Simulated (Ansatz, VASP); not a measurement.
# H3C2N (ionic liquid BMIM+ dicyanamide at 450 K) in two plane-wave programs, part 2 of 4

Aim: how closely do two programs agree when they are given the same cell, functional and k mesh? Of the first pair: The cell is taken from a series of runs on this material, whose earlier steps may have relaxed, scaled, displaced or heated it; both programs get it as it stands.

VASP 6.6.1 and Ansatz 0.2.0.

So far. Step 2 (VASP: single point, r2SCAN with D3(BJ), pair 1): The run ends at a pressure of -0.16 GPa, with forces up to 0.75 eV/Å.

## (3) Ansatz: single point, r2SCAN with D3(BJ), pair 1

Level of this step: Ansatz beside VASP: Kohn-Sham DFT, plane waves, r2SCAN with D3(BJ) (Ansatz).

Ansatz runs on its default PAW (the set named soft_2) files.

The same cell, functional and mesh now go to Ansatz, which takes its cutoff from its data sets.

Contents of input.yaml:

```yaml
crystal:
  lattice:
    - [9.90267, 0.0, 0.0]
    - [0.0, 9.90267, 0.0]
    - [0.0, 0.0, 9.90267]
  atoms:
    - { symbol: C, position: [0.03945, 0.9238, 0.43714] }
    - { symbol: C, position: [0.02037, 0.77177, 0.45325] }
    - { symbol: C, position: [0.89207, 0.71469, 0.38921] }
    - { symbol: C, position: [0.88548, 0.72405, 0.23558] }
    - { symbol: "N", position: [0.83803, 0.85483, 0.18423] }
    - { symbol: C, position: [0.71139, 0.90872, 0.20492] }
    - { symbol: C, position: [0.706, 0.02654, 0.13443] }
    - { symbol: "N", position: [0.82972, 0.04196, 0.07233] }
    - { symbol: C, position: [0.8721, 0.15522, 0.9884] }
    - { symbol: C, position: [0.90765, 0.93674, 0.10334] }
    - { symbol: H, position: [0.05988, 0.95209, 0.33257] }
    - { symbol: H, position: [0.94982, 0.97894, 0.47018] }
    - { symbol: H, position: [0.12502, 0.95883, 0.49723] }
    - { symbol: H, position: [0.10798, 0.71901, 0.41083] }
    - { symbol: H, position: [0.01825, 0.74682, 0.56084] }
    - { symbol: H, position: [0.80264, 0.76253, 0.43322] }
    - { symbol: H, position: [0.88416, 0.60746, 0.41413] }
    - { symbol: H, position: [0.81665, 0.64811, 0.19525] }
    - { symbol: H, position: [0.98409, 0.70709, 0.19001] }
    - { symbol: H, position: [0.63676, 0.85999, 0.26736] }
    - { symbol: H, position: [0.62568, 0.09863, 0.12167] }
    - { symbol: H, position: [0.79753, 0.17228, 0.90958] }
    - { symbol: H, position: [0.97023, 0.13114, 0.94559] }
    - { symbol: H, position: [0.88115, 0.24553, 0.05051] }
    - { symbol: H, position: [0.00948, 0.92224, 0.06758] }
    - { symbol: C, position: [0.7385, 0.86971, 0.72601] }
    - { symbol: C, position: [0.70329, 0.99364, 0.64206] }
    - { symbol: C, position: [0.56064, 0.04343, 0.66967] }
    - { symbol: C, position: [0.52571, 0.16392, 0.58142] }
    - { symbol: "N", position: [0.38919, 0.21401, 0.61075] }
    - { symbol: C, position: [0.34571, 0.26216, 0.73373] }
    - { symbol: C, position: [0.21323, 0.29572, 0.71857] }
    - { symbol: "N", position: [0.17847, 0.2669, 0.58709] }
    - { symbol: C, position: [0.04579, 0.28815, 0.52674] }
    - { symbol: C, position: [0.28659, 0.21735, 0.52347] }
    - { symbol: H, position: [0.67428, 0.78414, 0.69867] }
    - { symbol: H, position: [0.84339, 0.83923, 0.71227] }
    - { symbol: H, position: [0.72366, 0.88915, 0.83375] }
    - { symbol: H, position: [0.71311, 0.97042, 0.53434] }
    - { symbol: H, position: [0.77509, 0.07527, 0.6627] }
    - { symbol: H, position: [0.55115, 0.07177, 0.7762] }
    - { symbol: H, position: [0.48838, 0.96232, 0.65025] }
    - { symbol: H, position: [0.59624, 0.24681, 0.59804] }
    - { symbol: H, position: [0.52752, 0.13662, 0.47477] }
    - { symbol: H, position: [0.41203, 0.2685, 0.81994] }
    - { symbol: H, position: [0.14047, 0.33625, 0.78843] }
    - { symbol: H, position: [0.9689, 0.23767, 0.58664] }
    - { symbol: H, position: [0.02327, 0.39559, 0.52245] }
    - { symbol: H, position: [0.0451, 0.24693, 0.42528] }
    - { symbol: H, position: [0.29086, 0.18501, 0.41937] }
    - { symbol: C, position: [0.1375, 0.43, 0.16966] }
    - { symbol: C, position: [0.25444, 0.48525, 0.08636] }
    - { symbol: C, position: [0.28616, 0.63232, 0.11838] }
    - { symbol: C, position: [0.40859, 0.6875, 0.04352] }
    - { symbol: "N", position: [0.39002, 0.68875, 0.89649] }
    - { symbol: C, position: [0.30954, 0.77791, 0.82639] }
    - { symbol: C, position: [0.32002, 0.74442, 0.69352] }
    - { symbol: "N", position: [0.40614, 0.63559, 0.6855] }
    - { symbol: C, position: [0.4457, 0.56732, 0.56118] }
    - { symbol: C, position: [0.44713, 0.60286, 0.80959] }
    - { symbol: H, position: [0.12276, 0.32241, 0.15059] }
    - { symbol: H, position: [0.15663, 0.44326, 0.27771] }
    - { symbol: H, position: [0.04298, 0.48187, 0.14616] }
    - { symbol: H, position: [0.23072, 0.47537, 0.97876] }
    - { symbol: H, position: [0.34429, 0.42338, 0.10366] }
    - { symbol: H, position: [0.30746, 0.64439, 0.22623] }
    - { symbol: H, position: [0.19871, 0.69587, 0.09523] }
    - { symbol: H, position: [0.49829, 0.62701, 0.0639] }
    - { symbol: H, position: [0.42963, 0.7912, 0.07387] }
    - { symbol: H, position: [0.25473, 0.85717, 0.87705] }
    - { symbol: H, position: [0.27887, 0.78955, 0.60373] }
    - { symbol: H, position: [0.36085, 0.5079, 0.52376] }
    - { symbol: H, position: [0.53118, 0.502, 0.58274] }
    - { symbol: H, position: [0.47214, 0.64368, 0.48687] }
    - { symbol: H, position: [0.5149, 0.52124, 0.83453] }
    - { symbol: "N", position: [0.00557, 0.69329, 0.92051] }
    - { symbol: C, position: [0.9625, 0.5912, 0.87939] }
    - { symbol: "N", position: [0.92781, 0.47178, 0.83696] }
    - { symbol: C, position: [0.81038, 0.44495, 0.78688] }
    - { symbol: "N", position: [0.70799, 0.40745, 0.7399] }
    - { symbol: "N", position: [0.56177, 0.32856, 0.9813] }
    - { symbol: C, position: [0.61536, 0.37309, 0.07749] }
    - { symbol: "N", position: [0.66814, 0.43578, 0.1788] }
    - { symbol: C, position: [0.72961, 0.37484, 0.27784] }
    - { symbol: "N", position: [0.78786, 0.33228, 0.37148] }
    - { symbol: "N", position: [0.20888, 0.034, 0.03384] }
    - { symbol: C, position: [0.27564, 0.0354, 0.13153] }
    - { symbol: "N", position: [0.35052, 0.04872, 0.23884] }
    - { symbol: C, position: [0.38252, 0.94614, 0.31446] }
    - { symbol: "N", position: [0.41912, 0.86284, 0.39028] }
kpoints:
  mp_grid: { grid: [1, 1, 1] }
hamiltonian:
  xc: r2scan
  dispersion: d3bj
scf:
  occupations: { method: fixed }
output:
  forces: true
  stress: true
  populations: true
  dos:
    method: { smearing: { sigma: 0.08 } }
    de: 0.1
    projected: { site_lists: { C: [C], H: [H], "N": ["N"] } }
  eigenvalues: true
```

The run is started by

```console
> ansatz run input.yaml --threads 4 --pin off --max-ram 8192MiB --backend cpu --events-out ev --progress --plain --runs-dir out
```

Numbers of over 12 decimals in the logs are rounded to 6 here.

Log:

```text
Warning: the engine holds no damping parameters fitted to this dispersion correction and functional, so the run takes those fitted to r2scan beside the three-body term, which d3bj leaves out (hamiltonian.dispersion, under Limitations)
Engine: ansatz 0.2.0, x86_64-unknown-linux-gnu
Pseudopotentials: kind: paw
Pseudopotential: C, paw, valence charge 4, recommended cutoff 500 eV (meta_gga), C.paw.azcp
Pseudopotential: N, paw, valence charge 5, recommended cutoff 500 eV (meta_gga), N.paw.azcp
Pseudopotential: H, paw, valence charge 1, recommended cutoff 500 eV (meta_gga), H.paw.azcp
Functional definition: r2SCAN
  parameter k0 = 0.174
  parameter k1 = 0.065
  parameter a1 = 4.9479
  exchange = r2scan_x(k0 = k0, k1 = k1, a1 = a1)
  correlation = r2scan_c
Crystal: 90 atoms, lattice volume = 971.084 Å³
Basis set: ecut = 500 eV, 24573 PW (Γ), exchange–correlation on 300×300×300 points (64 copies of the dense FFT grid, shifted against one another)
Bands: 210, of which v1, the nominal top of the filled ones, is band 120 counted from 1 (119 counted from 0)
Symmetry: 1 space group operations
Space group: P1 (ITA 1), of the structure as read, at distance tolerance 9.9e-5 Å
k-points: 1
Non-local potential: C, projectors of the file, l = 0: 2, l = 1: 2, l = 2: 1
Non-local potential: N, projectors of the file, l = 0: 2, l = 1: 2, l = 2: 1
Non-local potential: H, projectors of the file, l = 0: 2, l = 1: 1
PAW form: soft (Blöchl's): semilocal exchange-correlation on the pseudo side does not see the compensation charge
PAW frozen core: C, regenerated for the run's functional (the file was generated under x = pbe(κ = 0.804, μ = 0.219515), c = pbe(β = 0.066725))
PAW frozen core: N, regenerated for the run's functional (the file was generated under x = pbe(κ = 0.804, μ = 0.219515), c = pbe(β = 0.066725))
PAW one-centre angular grid: C, 302 points (default); XC on 239 of its mesh's 2573 points in the sphere
PAW one-centre angular grid: N, 302 points (default); XC on 160 Gauss nodes
PAW one-centre angular grid: H, 302 points (default); XC on 160 Gauss nodes
Initial density: superposition of atomic densities (neutral atoms: chi_scale 0, normalization atom), corrected by the library's trained network
Initial wavefunctions: pseudopotential atomic-orbital guess
Functional: x = r2scan, c = r2scan; τ floored in thin density (d = 2e-4 eV/Å³)
SCF iter   1: F=—  HF=-14045.131649 eV  |F-HF|=—  |Δ(HF+E_count)|=         —  Δρ=8.47e-3  dr2=9.37e-1  dr2_τ=9.16e0  ethr=1.77e-3  ⟨swp⟩=5.0  Hψ=745  notcnv=0  defer=87
preconditioner: auto → Resta (q_TF=auto, 2.161 Å⁻¹)  ε∞=2.3  [insulator: Δε(μ)=4.087 eV  Ē_g=16.087 eV  n_scr=170 (ndim 8)  ℏωp=18.2 eV  f_vac=0.209  ε∞_Penn≈2.3]
SCF iter   2: F=—  HF=-14044.100258 eV  |F-HF|=—  |Δ(HF+E_count)|=    1.03e0  Δρ=4.97e-3  dr2=2.39e-1  dr2_τ=3.36e-2  ethr=3.90e-4  ⟨swp⟩=2.0  Hψ=359  notcnv=0  defer=85
SCF iter   3: F=—  HF=-14044.054894 eV  |F-HF|=—  |Δ(HF+E_count)|=   4.54e-2  Δρ=2.48e-3  dr2=7.82e-2  dr2_τ=7.77e-3  ethr=9.96e-5  ⟨swp⟩=2.0  Hψ=240  notcnv=0  defer=88
SCF iter   4: F=—  HF=-14044.038986 eV  |F-HF|=—  |Δ(HF+E_count)|=   1.59e-2  Δρ=7.59e-4  dr2=7.89e-3  dr2_τ=8.74e-4  ethr=3.26e-5  ⟨swp⟩=2.0  Hψ=239  notcnv=0  defer=88
SCF iter   5: F=—  HF=-14044.039802 eV  |F-HF|=—  |Δ(HF+E_count)|=   8.16e-4  Δρ=3.58e-4  dr2=1.44e-3  dr2_τ=2.38e-4  ethr=3.29e-6  ⟨swp⟩=2.0  Hψ=355  notcnv=0  defer=88
SCF iter   6: F=—  HF=-14044.040202 eV  |F-HF|=—  |Δ(HF+E_count)|=   3.99e-4  Δρ=1.46e-4  dr2=2.21e-4  dr2_τ=2.64e-5  ethr=6.00e-7  ⟨swp⟩=2.0  Hψ=248  notcnv=0  defer=88
SCF iter   7: F=—  HF=-14044.040374 eV  |F-HF|=—  |Δ(HF+E_count)|=   1.72e-4  Δρ=8.85e-5  dr2=9.18e-5  dr2_τ=1.27e-5  ethr=9.21e-8  ⟨swp⟩=2.0  Hψ=244  notcnv=0  defer=85
SCF iter   8: F=—  HF=-14044.039272 eV  |F-HF|=—  |Δ(HF+E_count)|=   1.10e-3  Δρ=2.10e-5  dr2=5.11e-6  dr2_τ=5.53e-7  ethr=3.82e-8  ⟨swp⟩=2.0  Hψ=238  notcnv=0  defer=83
SCF iter   9: F=—  HF=-14044.039281 eV  |F-HF|=—  |Δ(HF+E_count)|=   8.47e-6  Δρ=1.03e-5  dr2=1.28e-6  dr2_τ=1.68e-7  ethr=2.13e-9  ⟨swp⟩=2.0  Hψ=238  notcnv=0  defer=83
SCF iter  10: F=—  HF=-14044.039282 eV  |F-HF|=—  |Δ(HF+E_count)|=   9.61e-7  Δρ=4.50e-6  dr2=2.28e-7  dr2_τ=2.90e-8  ethr=5.32e-10  ⟨swp⟩=2.0  Hψ=244  notcnv=0  defer=83
SCF iter  11: F=-14044.039282 eV  HF=-14044.039282 eV  |F-HF|=5.23e-8  |Δ(HF+E_count)|=   2.67e-7  Δρ=1.57e-6  dr2=3.34e-8  dr2_τ=4.66e-9  ethr=4.17e-11  ⟨swp⟩=17.0  Hψ=1542  notcnv=0
SCF 1 converged in 11 iterations: F = -14044.039282 eV  dr2 = 3.34e-8
  greatest PAW one-centre occupation: 0.837 electrons in one spin orbital (limit 2), on the N atom at site 84 (counted from 0), in its partial waves of l = 0
SCF converged after 11 iterations
Free energy (F): -14044.039282 eV
Harris-Foulkes:  -14044.039282 eV  (|F-HF|=5.23e-8)
Internal energy: -14044.039282 eV  (E = F + TS)
E sigma→0 (E₀):  -14044.039282 eV
Fermi energy:    0.154833 eV
[...]
atom   9  C      0.02156319     0.05904189    -0.02333346
  atom  10  C     -0.00284174    -0.01277817    -0.00719929
  atom  11  H     -0.00235096     0.00540580     0.01507256
  atom  12  H      0.00613081     0.00073063    -0.00681372
  atom  13  H      0.00183574     0.00443374    -0.00708697
  atom  14  H     -0.00160897     0.00497353    -0.00620380
  atom  15  H      0.00672910    -0.00302574    -0.00291725
  atom  16  H      0.00848143    -0.00643011     0.01491071
  atom  17  H     -0.01963193     0.01076268    -0.00725906
  atom  18  H      0.01710227    -0.02806209     0.00319035
  atom  19  H     -0.03495684    -0.01200971    -0.04366968
  atom  20  H     -0.00396111     0.00541725    -0.00480418
  atom  21  H      0.00355224     0.06506587    -0.00894134
  atom  22  H     -0.01382576     0.07281185     0.02795901
  atom  23  H     -0.00438300    -0.01980947     0.01221264
  atom  24  H     -0.05012934     0.00924066    -0.03936425
  atom  25  H     -0.01563026    -0.03292104    -0.01517217
  atom  26  C     -0.00570404     0.01075903    -0.02370291
  atom  27  C      0.01462286     0.01072433     0.01501813
  atom  28  C     -0.02494482     0.01876745     0.01221812
  atom  29  C      0.03243451     0.02562870    -0.02828150
  atom  30  N      0.00664804    -0.01739412     0.00992026
  atom  31  C     -0.00390030    -0.00018677    -0.02468205
  atom  32  C      0.00456368    -0.03461921     0.01231656
[...]
atom  83  N      0.19365047     0.28296326     0.29234386
  atom  84  C      0.02318574     0.05352990    -0.01930096
  atom  85  N      0.05166200    -0.10687169     0.03382458
  atom  86  N      0.04609322    -0.01467553     0.05980636
  atom  87  C     -0.07444295     0.01428549    -0.12141074
  atom  88  N      0.02355642    -0.01299617     0.07841963
  atom  89  C      0.00715632     0.01245569    -0.00324294
  atom  90  N     -0.01112269    -0.00357121     0.01353253
  max |Σ_I F_I| component: 1.07e-4 eV/Å
--- Stress (GPa, compression-positive) ---
       -0.420974      -0.029297       0.028549
       -0.029297      -0.526762      -0.002655
        0.028549      -0.002654      -0.501202
  P = ⅓ Tr σ = -0.4830 GPa (-4.830 kbar)
--- Band table (eV) ---
  k-point 0: bands = [... 116 lower, -0.9669, -0.7456, -0.2644, 0.1548, 3.4565, 3.7711, 3.8336, 4.2633, ... 86 higher]
--- Löwdin populations: 90 sites ---
  site symbol       q [e]
     0      C      4.4512
     1      C      4.2593
     2      C      4.2659
     3      C      4.1587
     4      N      4.9654
     5      C      4.0755
     6      C      4.0636
     7      N      4.9567
     8      C      4.3341
     9      C      3.8979
    10      H      0.8267
    11      H      0.8184
    12      H      0.8218
    13      H      0.8325
    14      H      0.8132
    15      H      0.8250
    16      H      0.7897
    17      H      0.7767
    18      H      0.7992
    19      H      0.7637
    20      H      0.7521
    21      H      0.7722
    22      H      0.7680
    23      H      0.7753
[...]
82      N      5.3707
    83      C      3.7178
    84      N      5.3948
    85      N      5.3927
    86      C      3.6998
    87      N      5.3662
    88      C      3.7203
    89      N      5.4104
  spilling = 0.013624 (of n_electrons = 240.000000)
```

## (4) Differences

Known differences besides the potentials themselves: VASP keeps PBE cores, Ansatz makes them for the functional; fixed occupations in Ansatz, narrow Gaussian smearing in VASP; the cutoff is 500 eV in Ansatz and 660 eV in VASP (PREC = Accurate, projectors in real space). Total energies have different zeros and are not compared.

Both answers:

```csv
quantity,Ansatz,VASP,difference
pressure (GPa),-0.48,-0.16,-0.32
gap on the k mesh (eV),3.302,3.318,-0.017
```

Forces on 8 of the 90 atoms, those with the largest forces and the largest differences (eV/Å; atoms numbered as in POSCAR):

```
atom          Ansatz x, y, z            VASP x, y, z
 C25  -0.043, -0.202, -0.040  -0.176, -0.561, -0.179
 C26  -0.924, -0.300, -0.544  -0.601, -0.201, -0.400
 C27  -0.494, -0.326, -0.593  -0.333, -0.174, -0.304
 N37     0.052, 0.209, 0.091     0.221, 0.614, 0.255
 N38     0.567, 0.112, 0.241     0.586, 0.105, 0.244
 N39    0.476, 0.300, -0.032    0.099, 0.166, -0.206
 N42    0.052, -0.107, 0.034    0.282, -0.278, 0.402
 N43    0.046, -0.015, 0.060  -0.213, -0.021, -0.318
```

The forces differ by 96 meV/Å r.m.s., which is 77.9 % of the r.m.s. force of 0.123 eV/Å (both taken over all components). A gap on the mesh is an upper bound, since the band edges may lie between its points.

(Continued in part 3 of 4.)

[Lines on the potential files, build, host, timing and source positions are cut from VASP's logs without a mark.]

[Logs are printed without paths, hosts, clocks, repeated set-up lines and the standing remarks that a program may print on its own settings, such as how far it seeks lower states.]

[Hosts, paths, dates, database ids (printed as entryN), source tags and the programs' standing remarks are cut or masked in the printed files.]
